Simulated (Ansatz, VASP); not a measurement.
**Na2Al2O: VASP beside Ansatz**

File INCAR:

```
PREC = Accurate ; ENCUT = 520
EDIFF = 1E-7 ; ISMEAR = 0
SIGMA = 0.1 ; LREAL = False
LASPH = True ; NELM = 150
ALGO = Normal ; ISIF = 2
LWAVE = False ; LCHARG = False
ISPIN = 2 ; MAGMOM = 0 0 0 0 1
LORBIT = 11 ; GGA = PE
NBANDS = 25
```

Contents of KPOINTS:

```
Automatic mesh
0
Gamma
  6 6 4
```

File POSCAR:

```
Na2Al2O
1.0
    4.3543668893      0.0000000000      0.0000000000
   -2.1771834446      3.7709923435      0.0000000000
    0.0000000000      0.0000000000      6.8215189678
Na Al O
2 2 1
Direct
    0.3333333333      0.6666666667      0.0000000000
    0.6666666667      0.3333333333      0.0000000000
    0.3333333333      0.6666666667      0.5000000000
    0.6666666667      0.3333333333      0.5000000000
    0.0000000000      0.0000000000      0.0000000000
```

Input for Ansatz:

```yaml
crystal:
  lattice:
    - [4.3543668893, 0.0, 0.0]
    - [-2.1771834446, 3.7709923435, 0.0]
    - [0.0, 0.0, 6.8215189678]
  atoms:
    - { symbol: Na, position: [0.3333333333, 0.6666666667, 0.0] }
    - { symbol: Na, position: [0.6666666667, 0.3333333333, 0.0] }
    - { symbol: Al, position: [0.3333333333, 0.6666666667, 0.5] }
    - { symbol: Al, position: [0.6666666667, 0.3333333333, 0.5] }
    - { symbol: O, position: [0.0, 0.0, 0.0], spin: 1.0 }
basis:
  ecutwfc: 420
kpoints:
  mp_grid: { grid: [6, 6, 4] }
hamiltonian:
  xc: pbe
scf:
  occupations: { method: gaussian, width: 0.1 }
  lower_state_search: "off"
output:
  forces: true
  stress: true
  eigenvalues: true
  populations: true
magnetization:
  spin_polarized: true
```

Alike in both runs: task single point; functional PBE; k mesh 6 × 6 × 4; occupations gaussian, width 0.1 eV; collinear spin.

|  | VASP | Ansatz |
| --- | --- | --- |
| version | VASP 6.6.1 | Ansatz 0.2.0 |
| potentials or method | VASP PAW PBE potentials, release 64 (Na_pv, Al, O) | scalar-relativistic, plane waves, PAW |
| plane-wave cutoff (eV) | 520 | 420 |
| valence electrons in the cell | 26 | 30 |

|  | VASP | Ansatz | Ansatz less VASP |
| --- | --- | --- | --- |
| gap on the k mesh at the Fermi level (eV) | none | none | - |
| pressure (GPa) | 0.1 | 0.1 | +0.01 |
| largest component of the traceless stress (GPa) | 0.26 | 0.28 | +0.024 |
| net moment per atom (μB) | 0.00 | 0.00 | 0.000 |

A gap of «none» marks a metal or a gap that the smearing closes. The two sets of potentials don't hold the same shells in valence. Ansatz warned: «seeded_moment_not_kept».
